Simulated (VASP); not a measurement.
An input for Ansatz (written as the equivalent of a VASP run, and not itself run):

Ansatz 0.2 input:
```yaml
crystal:
  lattice:
    - [-2.6640000, 2.6640000, 2.6640000]
    - [2.6640000, -2.6640000, 2.6640000]
    - [2.6640000, 2.6640000, -2.6640000]
  atoms:
    - { symbol: K, position: [0.0000000, 0.0000000, 0.0000000] }
kpoints:
  mp_grid: { grid: [9, 9, 9] }
hamiltonian:
  xc: r2scan
  dispersion: rvv10
  pseudopotentials: { kind: paw }
scf:
  occupations: { method: methfessel_paxton, width: 0.1 }
  max_iter: 100
relax:
  max_steps: 60
  f_tol: 0.01
  cell: {}
output: { forces: true, stress: true, eigenvalues: true }
```

**Question.** Translate this input to VASP (INCAR, KPOINTS, POSCAR, choice of POTCAR).

**Answer.** Several could match; the one computed here: 
**KPOINTS**
```
Automatic mesh
0
Gamma
9 9 9
0 0 0
```

**POSCAR**
```
K
1.0
 -2.6640000000   2.6640000000   2.6640000000
  2.6640000000  -2.6640000000   2.6640000000
  2.6640000000   2.6640000000  -2.6640000000
K
1
Cartesian
  0.0000000000   0.0000000000   0.0000000000
```

INCAR:
```
IBRION=2   # conjugate gradients
ISIF=3   # ions, shape and volume
LWAVE=F
LMIXTAU=T
LCHARG=F
LREAL=F   # projection in real space or not
ALGO=Normal   # blocked Davidson
SIGMA=0.1   # width (eV)
SYSTEM=K
ENCUT=400
NELM=100   # most electronic steps
EDIFF=1E-6   # SCF stop (eV)
PREC=Accurate
LUSE_VDW=T
METAGGA=R2SCAN
ISMEAR=1   # Methfessel-Paxton
EDIFFG=-0.01   # ionic stop
LASPH=T   # aspherical one-centre terms
CPARAM=0.0093
BPARAM=11.95
NSW=60   # most ionic steps
```

POTCAR, in this order: K_sv (PBE.64 set). Program: vasp_std.

What does not carry over: each code has its own PAW files, so the cut-off isn't converted (ENCUT is set for VASP's; basis.ecutwfc is left out, and Ansatz then takes the one that its files recommend); Ansatz stops its SCF on the density residual and VASP on the energy change (EDIFF).

The structure comes from a measured K entry (Im-3m) of the Crystallography Open Database, whose conditions weren't checked. This run relaxes it. Symmetry was kept, so distortions that lower it aren't found.
